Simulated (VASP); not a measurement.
Here is the system:

```xyz
7
Lattice="4.6426 0.0000 0.0000 0.0000 4.6426 0.0000 0.0000 0.0000 7.5303" Properties=species:S:1:pos:R:3 pbc="T T T"
La     0.0000     0.0000     0.0000
In     2.3213     2.3213     0.0000
In     2.3213     0.0000     5.2127
In     2.3213     0.0000     2.3176
In     0.0000     2.3213     5.2127
In     0.0000     2.3213     2.3176
Rh     0.0000     0.0000     3.7652
```

All values below come from PBEsol GGA, VASP's PBE PAW potentials (set 64) (plane waves; VASP 6.6.1). Run with 300 eV cut-off, 5×5×3 Γ-centred mesh, Fermi-Dirac smearing of 0.050 eV, potentials La In_d Rh_pv.

Unless said otherwise, spin-orbit coupling is left out, though it shifts the bands of the heavy elements here.

Problem. Estimate the energy per atom (σ→0), largest force, band gap (on the k-mesh) with the smallest direct gap where there is one.

Solution. 
```
Quantity                                                    Result
------------------------  ----------------------------------------
band gap (on the k-mesh)  none (metal, semimetal or under 0.01 eV)
energy per atom (σ→0)                               -4.552 eV/atom
largest force                                      0.00826 Ry/bohr
```

Total energies compare only between runs with the same potentials, cut-off and functional.

The structure comes from a computed database's LaIn5Rh entry (P4/mmm); how it stands against other phases isn't given here. The cell was not relaxed at this level. The electron count is odd and the run is not spin-polarised, which forces a metal.
